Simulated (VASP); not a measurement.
Data:

```
ZnSe
1.0
    0.00000     2.82450     2.82450
    2.82450     0.00000     2.82450
    2.82450     2.82450     0.00000
Zn Se
1 1
Direct
  0.00000   0.00000   0.00000
  0.25000   0.25000   0.25000
```

These are MS2 meta-GGA, VASP's PBE PAW potentials (set 64) (plane waves; VASP) values and carry that method's errors. Numerical set-up: 520 eV cut-off, 9×9×9 Γ-centred mesh, tetrahedra with Blöchl corrections, potentials Zn Se.

Tabulate the total density of states (states/eV per cell) against energy (eV; zero at the valence-band maximum or, without a gap, the Fermi level).

```json
[
 {"E (eV)": "-9.97", "DOS (states/eV)": "0.00"},
 {"E (eV)": "-9.61", "DOS (states/eV)": "0.00"},
 {"E (eV)": "-9.25", "DOS (states/eV)": "0.00"},
 {"E (eV)": "-8.77", "DOS (states/eV)": "0.00"},
 {"E (eV)": "-8.41", "DOS (states/eV)": "0.00"},
 {"E (eV)": "-8.05", "DOS (states/eV)": "0.00"},
 {"E (eV)": "-7.69", "DOS (states/eV)": "0.00"},
 {"E (eV)": "-7.21", "DOS (states/eV)": "0.00"},
 {"E (eV)": "-6.85", "DOS (states/eV)": "0.00"},
 {"E (eV)": "-6.49", "DOS (states/eV)": "10.9"},
 {"E (eV)": "-6.13", "DOS (states/eV)": "22.3"},
 {"E (eV)": "-5.65", "DOS (states/eV)": "0.00"},
 {"E (eV)": "-5.29", "DOS (states/eV)": "0.00"},
 {"E (eV)": "-4.93", "DOS (states/eV)": "0.78"},
 {"E (eV)": "-4.57", "DOS (states/eV)": "1.57"},
 {"E (eV)": "-4.21", "DOS (states/eV)": "0.76"},
 {"E (eV)": "-3.73", "DOS (states/eV)": "0.42"},
 {"E (eV)": "-3.37", "DOS (states/eV)": "0.31"},
 {"E (eV)": "-3.01", "DOS (states/eV)": "1.25"},
 {"E (eV)": "-2.65", "DOS (states/eV)": "1.27"},
 {"E (eV)": "-2.17", "DOS (states/eV)": "1.91"},
 {"E (eV)": "-1.81", "DOS (states/eV)": "1.87"},
 {"E (eV)": "-1.45", "DOS (states/eV)": "1.81"},
 {"E (eV)": "-1.09", "DOS (states/eV)": "1.83"},
 {"E (eV)": "-0.61", "DOS (states/eV)": "0.84"},
 {"E (eV)": "-0.25", "DOS (states/eV)": "0.35"},
 {"E (eV)": "0.11", "DOS (states/eV)": "0.00"},
 {"E (eV)": "0.47", "DOS (states/eV)": "0.00"},
 {"E (eV)": "0.83", "DOS (states/eV)": "0.00"},
 {"E (eV)": "1.31", "DOS (states/eV)": "0.00"},
 {"E (eV)": "1.67", "DOS (states/eV)": "0.00"},
 {"E (eV)": "2.03", "DOS (states/eV)": "0.00"},
 {"E (eV)": "2.39", "DOS (states/eV)": "0.02"},
 {"E (eV)": "2.87", "DOS (states/eV)": "0.07"},
 {"E (eV)": "3.23", "DOS (states/eV)": "0.36"},
 {"E (eV)": "3.59", "DOS (states/eV)": "0.90"},
 {"E (eV)": "3.95", "DOS (states/eV)": "1.49"},
 {"E (eV)": "4.43", "DOS (states/eV)": "1.85"},
 {"E (eV)": "4.79", "DOS (states/eV)": "0.84"},
 {"E (eV)": "5.15", "DOS (states/eV)": "0.63"}
]
```
Within 2 eV below the valence-band maximum the largest weight inside VASP's projection spheres is Se p.

The compound is ZnSe in the zinc blende structure. It was relaxed first.
